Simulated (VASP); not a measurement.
Output of a VASP run:

**OSZICAR**
```
       N       E                     dE             d eps       ncg     rms          rms(c)
DAV:   1     0.123711851064E+03    0.12371E+03   -0.92520E+03  1247   0.189E+03
DAV:   2    -0.302947910661E+01   -0.12674E+03   -0.11798E+03  1291   0.421E+02
DAV:   3    -0.893906172705E+01   -0.59096E+01   -0.58955E+01  1400   0.912E+01
DAV:   4    -0.899348548599E+01   -0.54424E-01   -0.54417E-01  1358   0.917E+00
DAV:   5    -0.899398847791E+01   -0.50299E-03   -0.50299E-03  1427   0.893E-01    0.565E+00
DAV:   6    -0.807574273810E+01    0.91825E+00   -0.33987E+00  1596   0.225E+01    0.167E+00
DAV:   7    -0.806580024922E+01    0.99425E-02   -0.37848E-02  1268   0.294E+00    0.104E+00
DAV:   8    -0.806552733818E+01    0.27291E-03   -0.19900E-02  1265   0.311E+00    0.980E-02
DAV:   9    -0.806595031114E+01   -0.42297E-03   -0.24302E-03  1774   0.724E-01    0.480E-02
DAV:  10    -0.806597829541E+01   -0.27984E-04   -0.27548E-04  1265   0.261E-01    0.770E-03
DAV:  11    -0.806597784525E+01    0.45016E-06   -0.11077E-05  1346   0.470E-02    0.426E-03
DAV:  12    -0.806597789168E+01   -0.46434E-07   -0.27826E-06  1316   0.183E-02
   1 F= -.45343086E+01 E0= -.45343086E+01  d E =-.453431E+01
```

### OUTCAR
```
------------------------ aborting loop because EDIFF is reached ----------------------------------------
  FORCE on cell =-STRESS in cart. coord.  units (eV):
  Direction    XX          YY          ZZ          XY          YZ          ZX
  --------------------------------------------------------------------------------------
  Total        3.5302253      3.5302253      3.5302253      0.0000000      0.0000000     -0.0000000
  in kB      299.8773389    299.8773389    299.8773389      0.0000000      0.0000000     -0.0000000
  external PRESSURE =      -0.1226611 kB  Pullay stress =     300.0000000 kB
  volume of cell :       18.86
      direct lattice vectors                 reciprocal lattice vectors
     0.000000000  2.112741940  2.112741940    -0.236659286  0.236659286  0.236659286
     2.112741940  0.000000000  2.112741940     0.236659286 -0.236659286  0.236659286
     2.112741940  2.112741940  0.000000000     0.236659286  0.236659286 -0.236659286
  FREE ENERGIE OF THE ION-ELECTRON SYSTEM (eV)
  ---------------------------------------------------
  free  energy   TOTEN  =        -8.0659778917 eV

  energy  without entropy=       -8.0659778917  energy(sigma->0) =       -8.06597789
  enthalpy is  TOTEN    =        -4.5343086015 eV   P V=        3.5316692902

 reached required accuracy - stopping structural energy minimisation
```
(Selected blocks of OUTCAR.)

**POSCAR**
```
NaF
1
    0.0000000000     2.1127419404     2.1127419404
    2.1127419404     0.0000000000     2.1127419404
    2.1127419404     2.1127419404     0.0000000000
Na F
1 1
Direct
  0.0000000000   0.0000000000   0.0000000000
  0.5000000000   0.5000000000   0.5000000000
```

**Question.** Write an INCAR and KPOINTS that could have produced this output.

**Answer.** One answer among several that fit: the input of the run itself, PBE GGA, plane waves, VASP's PBE PAW potentials (set 64).

INCAR:
```
! general
SYSTEM  = NaF
PREC    = Accurate
ENCUT   = 620
LREAL   = F   ! projection in real space or not
LASPH   = T   ! aspherical one-centre terms

! electronic loop
EDIFF   = 1E-6   ! SCF stop (eV)
NELM    = 100   ! most electronic steps
ALGO    = Normal   ! blocked Davidson

! smearing
ISMEAR  = 0   ! Gaussian
SIGMA   = 0.05

! functional
GGA     = PE   ! PBE

! ions
IBRION  = 2
NSW     = 40
ISIF    = 3
EDIFFG  = -0.02   ! ionic stop
PSTRESS = 300

! output
LWAVE   = F
LCHARG  = F
```

KPOINTS:
```
Regular mesh
0
G
 11 11 11
```

POTCAR, in this order: Na_pv F (PBE.64 set). Program: vasp_std.

The compound is NaF in the rock salt structure. It was relaxed first under an external pressure of 30 GPa.
